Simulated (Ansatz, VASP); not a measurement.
## CoO in two plane-wave programs

Wanted: the spread between two codes on one cell, functional and k mesh.

Program: Ansatz 0.2.0. Level of theory: plane waves, with VASP 6.6.1 beside it; single point at PBEsol, DFT+U. Results are calculated unless marked as measured.

### 1. Starting point

The structure is cubic, space group Fm-3m (No. 225). The conventional cell has a = 4.258 Å, b = 4.258 Å, c = 4.258 Å, α = 90.00°, β = 90.00°, γ = 90.00°. Co has 6 O at 2.13 Å nearest. Nearest to O lie 6 Co at 2.13 Å. Farther neighbours and most contacts between anions are not listed.

Coordinates:

```xyz
2
Lattice="0.0000 2.1290 2.1290 2.1290 0.0000 2.1290 2.1290 2.1290 0.0000" Properties=species:S:1:pos:R:3 pbc="T T T"
Co    0.0000    0.0000    0.0000
O     2.1290    2.1290    2.1290
```

### 2. VASP: single point, PBEsol, DFT+U

A single point gives forces, pressure and levels at one fixed geometry, so differences don't come from the geometry; what else differs is listed under the comparison.

Lines of VASP's logs that name or quote its potential files are left out, and so is its time.

INCAR reads:

```
SYSTEM = CoO
PREC = Accurate
ENCUT = 520
EDIFF = 1E-05
NELM = 100
ISMEAR = 0
SIGMA = 0.05
LREAL = .FALSE.
ALGO = Normal
GGA = PS
NBANDS = 14
ISPIN = 2
MAGMOM = 2 0
LDAU = .TRUE.
LDAUTYPE = 2
LDAUL = 2 -1
LDAUU = 3.32 0
LDAUJ = 0 0
LDAUPRINT = 1
LASPH = .TRUE.
LMAXMIX = 4
LORBIT = 11
LWAVE = .FALSE.
LCHARG = .FALSE.
KPAR = 4
```

POSCAR reads:

```
CoO
1.0
    0.0000000000      2.1290000000      2.1290000000
    2.1290000000      0.0000000000      2.1290000000
    2.1290000000      2.1290000000      0.0000000000
Co O
1 1
Direct
    0.0000000000      0.0000000000      0.0000000000
    0.5000000000      0.5000000000      0.5000000000
```

KPOINTS reads:

```
Automatic mesh
0
Gamma
12 12 12
0 0 0
```

The projector-augmented-wave data sets are Co and O (PBE family, release 64).

Command:

```
$ mpirun -np 4 vasp_std
```

Numbers of over 12 decimals in the logs are rounded to 6 here.

The program printed:

```text
[banner, memory and clock lines left out]
running    4 mpi-ranks, on    1 nodes
 distrk:  each k-point on    1 cores,    4 groups
 distr:  one band on    1 cores,    1 groups

 POSCAR found type information on POSCAR CoO
 POSCAR found :  2 types and       2 ions
|                                                                             |
|               ----> ADVICE to this user running VASP <----                  |
|                                                                             |
|     You enforced a specific xc type in the INCAR file but a different       |
|     [... a line on the potential file left out ...]
|     I HOPE YOU KNOW WHAT YOU ARE DOING!                                     |
|                                                                             |

 LDA part: xc-table for (Slater+PW92), standard interpolation
 POSCAR, INCAR and KPOINTS ok, starting setup
 FFT: planning ... GRIDC
 FFT: planning ... GRID_SOFT
 FFT: planning ... GRID
 WAVECAR not read
 entering main loop
       N       E                     dE             d eps       ncg     rms          rms(c)
DAV:   1     0.788584455610E+02    0.78858E+02   -0.70728E+03  4160   0.123E+03
DAV:   2    -0.875300251008E+01   -0.87611E+02   -0.76722E+02  4500   0.251E+02
DAV:   3    -0.135832215030E+02   -0.48302E+01   -0.47569E+01  4440   0.676E+01
DAV:   4    -0.136382519001E+02   -0.55030E-01   -0.55011E-01  4754   0.695E+00
DAV:   5    -0.136396077204E+02   -0.13558E-02   -0.13558E-02  4622   0.110E+00    0.169E+01
DAV:   6    -0.124262978635E+02    0.12133E+01   -0.17789E+01  4820   0.796E+01    0.185E+01
DAV:   7    -0.121334157024E+02    0.29288E+00   -0.32429E+00  4296   0.440E+01    0.818E+00
DAV:   8    -0.121662384035E+02   -0.32823E-01   -0.24315E-01  4600   0.685E+00    0.472E+00
DAV:   9    -0.121698031142E+02   -0.35647E-02   -0.83714E-02  5894   0.593E+00    0.796E-01
DAV:  10    -0.121680211100E+02    0.17820E-02   -0.16979E-02  5070   0.319E+00    0.179E-01
DAV:  11    -0.121679697905E+02    0.51320E-04   -0.32349E-03  5630   0.964E-01    0.771E-02
DAV:  12    -0.121680012448E+02   -0.31454E-04   -0.25214E-04  5248   0.228E-01    0.408E-02
DAV:  13    -0.121680283137E+02   -0.27069E-04   -0.73769E-05  5408   0.143E-01    0.212E-02
DAV:  14    -0.121680311529E+02   -0.28392E-05   -0.10633E-05  2340   0.487E-02
   1 F= -.12168031E+02 E0= -.12165391E+02  d E =-.528089E-02  mag=     2.9998
```

From OUTCAR (step 2):

```text
ion  position               nearest neighbor table
   1  0.000  0.000  0.000-   2 2.13   2 2.13   2 2.13   2 2.13   2 2.13   2 2.13
   2  0.500  0.500  0.500-   1 2.13   1 2.13   1 2.13   1 2.13   1 2.13   1 2.13

  LATTYP: Found a face centered cubic cell.
 ALAT       =     4.2580000000

 Subroutine GETGRP returns: Found 48 space group operations
 (whereof 48 operations were pure point group operations)

The static configuration has the point symmetry O_h .

 Found     72 irreducible k-points:

   k-points           NKPTS =     72   k-points in BZ     NKDIM =     72   number of bands    NBANDS=     14

   dimension x,y,z NGX =    24 NGY =   24 NGZ =   24
   dimension x,y,z NGXF=    48 NGYF=   48 NGZF=   48

   ENCUT  =  520.0 eV  38.22 Ry    6.18 a.u.   5.60  5.60  5.60*2*pi/ulx,y,z

   NELECT =      15.0000    total number of electrons

 k-points in reciprocal lattice and weights: Automatic mesh
   0.00000000  0.00000000  0.00000000       0.001
   0.08333333  0.00000000  0.00000000       0.005
   0.16666667  0.00000000  0.00000000       0.005
   0.25000000  0.00000000  0.00000000       0.005
   0.33333333  0.00000000  0.00000000       0.005
   0.41666667  0.00000000  0.00000000       0.005
   0.50000000  0.00000000  0.00000000       0.002
   0.08333333  0.08333333  0.00000000       0.003
   0.16666667  0.08333333  0.00000000       0.014
[...]
-0.33333333  0.50000000  0.16666667       0.007
  -0.25000000  0.50000000  0.25000000       0.003

atom =   1  type =  1  l = 2

 onsite density matrix

spin component  1

  0.9675  0.0000  0.0000 -0.0000 -0.0000
  0.0000  0.9675  0.0000 -0.0000 -0.0000
  0.0000  0.0000  1.0123  0.0000 -0.0000
 -0.0000 -0.0000  0.0000  0.9675 -0.0000
 -0.0000 -0.0000 -0.0000 -0.0000  1.0123

spin component  2

  0.6507 -0.0000  0.0000  0.0000 -0.0000
 -0.0000  0.6507  0.0000  0.0000 -0.0000
  0.0000  0.0000  0.1432  0.0000 -0.0000
  0.0000  0.0000  0.0000  0.6507  0.0000
 -0.0000 -0.0000 -0.0000  0.0000  0.1432

 occupancies and eigenvectors

  o =  0.1432  v =  0.0000  0.0000  0.0000  0.0000  0.0000  0.0000 -0.0000  0.0103 -0.0000  0.9999      0.0000  0.0000  0.0000  0.0000  0.0000  0.0000  0.0000  0.0000  0.0000  0.0000
  o =  0.1432  v =  0.0000  0.0000  0.0000  0.0000  0.0000  0.0000  0.0000  0.9999  0.0000 -0.0103      0.0000  0.0000  0.0000  0.0000  0.0000  0.0000  0.0000  0.0000  0.0000  0.0000
  o =  0.6507  v =  0.0000  0.0000  0.0000  0.0000  0.0000  0.0000  0.3205 -0.0000  0.9472 -0.0000      0.0000  0.0000  0.0000  0.0000  0.0000  0.0000  0.0000  0.0000  0.0000  0.0000
  o =  0.6507  v =  0.0000  0.0000  0.0000  0.0000  0.0000  1.0000  0.0000  0.0000  0.0000  0.0000      0.0000  0.0000  0.0000  0.0000  0.0000  0.0000  0.0000  0.0000  0.0000  0.0000
  o =  0.6507  v =  0.0000  0.0000  0.0000  0.0000  0.0000  0.0000  0.9472 -0.0000 -0.3205  0.0000      0.0000  0.0000  0.0000  0.0000  0.0000  0.0000  0.0000  0.0000  0.0000  0.0000
  o =  0.9675  v =  0.0000 -0.5583 -0.0000  0.8297 -0.0000  0.0000  0.0000  0.0000  0.0000  0.0000      0.0000  0.0000  0.0000  0.0000  0.0000  0.0000  0.0000  0.0000  0.0000  0.0000
  o =  0.9675  v =  0.0000  0.8297 -0.0000  0.5583 -0.0000  0.0000  0.0000  0.0000  0.0000  0.0000      0.0000  0.0000  0.0000  0.0000  0.0000  0.0000  0.0000  0.0000  0.0000  0.0000
  o =  0.9675  v =  1.0000  0.0000  0.0000  0.0000  0.0000  0.0000  0.0000  0.0000  0.0000  0.0000      0.0000  0.0000  0.0000  0.0000  0.0000  0.0000  0.0000  0.0000  0.0000  0.0000
  o =  1.0123  v =  0.0000 -0.0000 -0.9962 -0.0000 -0.0870  0.0000  0.0000  0.0000  0.0000  0.0000      0.0000  0.0000  0.0000  0.0000  0.0000  0.0000  0.0000  0.0000  0.0000  0.0000
  o =  1.0123  v =  0.0000 -0.0000  0.0870 -0.0000 -0.9962  0.0000  0.0000  0.0000  0.0000  0.0000      0.0000  0.0000  0.0000  0.0000  0.0000  0.0000  0.0000  0.0000  0.0000  0.0000

 average (electrostatic) potential at core
       1 -81.1118       2 -67.8397

 E-fermi :   7.3295

 spin component 1
 k-point     1 :       0.0000    0.0000    0.0000
  band No.  band energies     occupation
    ...
      5       3.0769      1.00000
      6       3.0769      1.00000
      7       4.8132      1.00000
      8       4.8132      1.00000
      9       4.8132      1.00000
     10       8.7481      0.00000
     11      24.4522      0.00000
     12      24.8315      0.00000
     13      24.8315      0.00000
     14      24.8315      0.00000

 k-point     2 :       0.0833    0.0000    0.0000
  band No.  band energies     occupation
    ...
      5       3.0961      1.00000
      6       3.0961      1.00000
      7       4.5180      1.00000
      8       5.0746      1.00000
      9       5.0746      1.00000
     10       9.2624      0.00000
     11      22.5830      0.00000
     12      24.7189      0.00000
     13      24.7189      0.00000
     14      26.2545      0.00000

 k-point     3 :       0.1667    0.0000    0.0000
  band No.  band energies     occupation
    ...
      5       3.2028      1.00000
      6       3.2028      1.00000
      7       4.2234      1.00000
      8       5.6214      1.00000
      9       5.6214      1.00000
     10      10.3439      0.00000
     11      20.6167      0.00000
     12      24.1075      0.00000
     13      24.1075      0.00000
     14      26.8375      0.00000

 k-point     4 :       0.2500    0.0000    0.0000
  band No.  band energies     occupation
    ...
      5       3.3689      1.00000
      6       3.3690      1.00000
      7       4.2381      1.00000
      8       6.1961      1.00000
      9       6.1962      1.00000
     10      11.4577      0.00000
     11      18.9477      0.00000
     12      23.0272      0.00000
     13      23.0272      0.00000
     14      26.9759      0.00000

 k-point     5 :       0.3333    0.0000    0.0000
  band No.  band energies     occupation
    ...
      5       3.5429      1.00000
      6       3.5429      1.00000
      7       4.3913      1.00000
      8       6.6791      1.00000
      9       6.6791      1.00000
     10      12.2859      0.00000
     11      17.7734      0.00000
     12      21.9960      0.00000
     13      21.9960      0.00000
     14      27.1200      0.00000

 k-point     6 :       0.4167    0.0000    0.0000
  band No.  band energies     occupation
    ...
      5       3.6740      1.00000
      6       3.6740      1.00000
      7       4.5531      1.00000
      8       7.0001      1.00000
      9       7.0001      1.00000
     10      12.6635      0.00000
     11      17.2071      0.00000
     12      21.2953      0.00000
     13      21.2953      0.00000
     14      27.3365      0.00000

  Total       -1.3264753     -1.3264753     -1.3264753     -0.0000000     -0.0000000      0.0000000
  in kB     -110.1165943   -110.1165943   -110.1165943     -0.0000000     -0.0000000      0.0000000
  external PRESSURE =    -110.1165943 kB  Pullay stress =       0.0000000 kB

  energy-cutoff  :      520.00
  volume of cell :       19.30
      direct lattice vectors                 reciprocal lattice vectors
     0.000000000  2.129000000  2.129000000    -0.234852043  0.234852043  0.234852043
     2.129000000  0.000000000  2.129000000     0.234852043 -0.234852043  0.234852043
     2.129000000  2.129000000  0.000000000     0.234852043  0.234852043 -0.234852043

 POSITION                                       TOTAL-FORCE (eV/Angst)
 -----------------------------------------------------------------------------------
      0.00000      0.00000      0.00000         0.000000      0.000000      0.000000
      2.12900      2.12900      2.12900        -0.000000     -0.000000     -0.000000
 -----------------------------------------------------------------------------------
    total drift:                                0.000000     -0.000000     -0.000000

  FREE ENERGIE OF THE ION-ELECTRON SYSTEM (eV)
  ---------------------------------------------------
  free  energy   TOTEN  =       -12.1680311529 eV

  energy  without entropy=      -12.1627502663  energy(sigma->0) =      -12.16539071

 total charge
# of ion       s       p       d       tot
------------------------------------------
    1        0.301   0.368   7.141   7.810
    2        1.547   3.424   0.000   4.970
--------------------------------------------------
tot          1.848   3.792   7.141  12.781

 magnetization (x)
# of ion       s       p       d       tot
------------------------------------------
    1        0.020   0.018   2.687   2.725
    2        0.024   0.237   0.000   0.261
--------------------------------------------------
tot          0.044   0.255   2.687   2.986

[... 6 further parts left out ...]
```

The cell holds one magnetic atom, so no antiferromagnetic order fits into it.

[end of part 1 of 2]

[Lines on the potential files, build, host, timing and source positions are cut from VASP's logs without a mark.]

[Logs are printed without paths, hosts, clocks, repeated set-up lines and the standing remarks that a program may print on its own settings, such as how far it seeks lower states.]

[Hosts, paths, dates, database ids (printed as entryN), source tags and the programs' standing remarks are cut or masked in the printed files.]
